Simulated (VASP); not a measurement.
Here is the system:

```
MgZnO2
1.0
    1.50289     0.86770     4.87505
   -1.50289     0.86770     4.87505
    0.00000    -1.73539     4.87505
Mg Zn O
1 1 2
Direct
  0.00000   0.00000   0.00000
  0.50000   0.50000   0.50000
  0.25241   0.25241   0.25241
  0.74759   0.74759   0.74759
```

The numbers are results of PBEsol GGA with spin-orbit coupling, VASP's PBE PAW potentials (set 64) (plane waves; VASP), not measurements. Settings: 520 eV cut-off, 8×8×8 Γ-centred mesh, Gaussian smearing of 0.050 eV, potentials Mg Zn O.

### Question
Give the energies of bands 17 to 30 at the high-symmetry points, in eV from the valence-band maximum.

### Answer

| band | Γ | T | H2 | L | S0 | F |
|---|---|---|---|---|---|---|
| 17 | -0.76 | -3.05 | -3.50 | -3.09 | -3.50 | -3.38 |
| 18 | -0.76 | -3.05 | -3.50 | -3.09 | -3.50 | -3.38 |
| 19 | -0.72 | -1.13 | -2.61 | -2.79 | -2.86 | -2.17 |
| 20 | -0.72 | -1.13 | -2.61 | -2.79 | -2.86 | -2.17 |
| 21 | -0.70 | -1.10 | -2.60 | -1.79 | -2.45 | -2.11 |
| 22 | -0.70 | -1.10 | -2.60 | -1.79 | -2.45 | -2.11 |
| 23 | -0.34 | -0.01 | -0.94 | -1.19 | -0.94 | -0.24 |
| 24 | -0.34 | -0.01 | -0.94 | -1.19 | -0.94 | -0.24 |
| 25 | -0.33 | 0.00 | -0.73 | -0.63 | -0.76 | -0.14 |
| 26 | -0.33 | 0.00 | -0.73 | -0.63 | -0.76 | -0.14 |
| 27 | 2.55 | 4.88 | 7.51 | 7.10 | 7.58 | 6.23 |
| 28 | 2.55 | 4.88 | 7.51 | 7.10 | 7.58 | 6.23 |
| 29 | 6.42 | 5.75 | 9.12 | 8.04 | 9.15 | 6.40 |
| 30 | 6.42 | 5.75 | 9.12 | 8.04 | 9.15 | 6.40 |

The gap is indirect, 2.55 eV, from the valence maximum at T to the conduction minimum at Γ.

The structure comes from a computed database's MgZnO2 entry (R-3m); how it stands against other phases isn't given here. It was relaxed first.
